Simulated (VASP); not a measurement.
## TlAs (relaxed from the rock salt structure, space group Fm-3m): computed properties

Level of theory: PBEsol GGA, VASP's PBE PAW potentials (set 64) (plane waves; VASP).

```yaml
space_group: Fm-3m (225)
cell: a = 5.7819 Å, b = 5.7819 Å, c = 5.7819 Å, α = 90.00°, β = 90.00°, γ = 90.00°
volume_per_atom: 24.16 Å³/atom
band gap (over mesh and band path): none (metal, semimetal or under 0.01 eV)
density: 9.60 g/cm³
```

```cif
data_As4Tl4
_chemical_formula_sum 'Tl4 As4'
_space_group_name_H-M_alt 'Fm-3m'
_space_group_IT_number 225
_space_group_name_Hall '-F 4 2 3'
_cell_length_a 5.78193
_cell_length_b 5.78193
_cell_length_c 5.78193
_cell_angle_alpha 90.000
_cell_angle_beta 90.000
_cell_angle_gamma 90.000
loop_
_atom_site_label
_atom_site_type_symbol
_atom_site_symmetry_multiplicity
_atom_site_Wyckoff_symbol
_atom_site_fract_x
_atom_site_fract_y
_atom_site_fract_z
_atom_site_occupancy
Tl1 Tl 4 a 0.00000 0.00000 0.00000 1
As1 As 4 b 0.50000 0.50000 0.50000 1
```
(The calculation used a cell of 2 atoms; values per cell refer to that cell.)

Unless said otherwise, spin-orbit coupling is left out, though it shifts the bands of the heavy elements here.

The structure was generated: TlAs was put into the rock salt type (Fm-3m), which need not be its known phase. It was relaxed first. Symmetry was kept, so distortions that lower it aren't found.
